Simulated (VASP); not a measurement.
## SiRh (space group Pnma): computed properties

These are LDA (Ceperley-Alder, Perdew-Zunger), VASP's LDA PAW potentials (set 64) (plane waves; VASP) values and carry that method's errors.

- space group: Pnma (62)
- cell: a = 5.498 Å, b = 3.047 Å, c = 6.329 Å, α = β = γ = 90.00°
- volume per atom: 13.25 Å^3/atom
- band gap (over mesh and band path): none (metal, semimetal or under 0.01 eV)
- density: 8.21 g/cm³

```cif
data_Rh4Si4
_chemical_formula_sum 'Si4 Rh4'
_space_group_name_H-M_alt 'P 1'
_space_group_IT_number 1
_cell_length_a 5.49779
_cell_length_b 3.04673
_cell_length_c 6.32933
_cell_angle_alpha 90.000
_cell_angle_beta 90.000
_cell_angle_gamma 90.000
loop_
_space_group_symop_operation_xyz
  'x, y, z'
loop_
_atom_site_label
_atom_site_type_symbol
_atom_site_fract_x
_atom_site_fract_y
_atom_site_fract_z
_atom_site_occupancy
Si1 Si 0.18521 0.25000 0.44343 1
Si2 Si 0.81479 0.75000 0.55657 1
Si3 Si 0.31479 0.75000 0.94343 1
Si4 Si 0.68521 0.25000 0.05657 1
Rh1 Rh 0.00312 0.25000 0.79813 1
Rh2 Rh 0.99688 0.75000 0.20187 1
Rh3 Rh 0.49688 0.75000 0.29813 1
Rh4 Rh 0.50312 0.25000 0.70187 1
```

The structure comes from a computed database's SiRh entry (Pnma); how it stands against other phases isn't given here. It was relaxed first. Symmetry was kept, so distortions that lower it aren't found.
